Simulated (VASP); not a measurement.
Given:

```
CELL_PARAMETERS angstrom
      0.00000     3.16217     3.16217
      3.16217     0.00000     3.16217
      3.16217     3.16217     0.00000
ATOMIC_POSITIONS crystal
  Mg 0.25000 0.25000 0.25000
  Mg 0.75000 0.75000 0.75000
  Ge 0.00000 0.00000 0.00000
```

Method: PBE GGA with D3 dispersion (zero damping), VASP's PBE PAW potentials (set 64) (plane waves; VASP 6.6.1). Run with 520 eV cut-off, Gaussian smearing of 0.050 eV, potentials Mg Ge_d.

Task: Give the energies of bands 7 to 12 at the high-symmetry points, in eV from the valence-band maximum.

Result: 
```tsv
band	Γ	X	U	L	W
7	0.00	-4.60	-4.16	-4.94	-3.73
8	0.00	-2.05	-3.58	-0.74	-3.73
9	0.00	-2.05	-1.71	-0.74	-2.77
10	1.20	0.12	0.73	1.13	2.80
11	2.88	0.61	3.20	2.79	3.82
12	2.88	8.06	6.18	2.79	3.88
```

The gap is indirect, 0.12 eV, from the valence maximum at Γ to the conduction minimum at X.

Measured: gap 0.74 eV (computed value off by -0.62 eV), as given by Byungki Ryu et al., Journal of the Korean Physical Society (2019), arXiv:1905.06140.

The compound is Mg2Ge in the antifluorite structure. It was relaxed first.
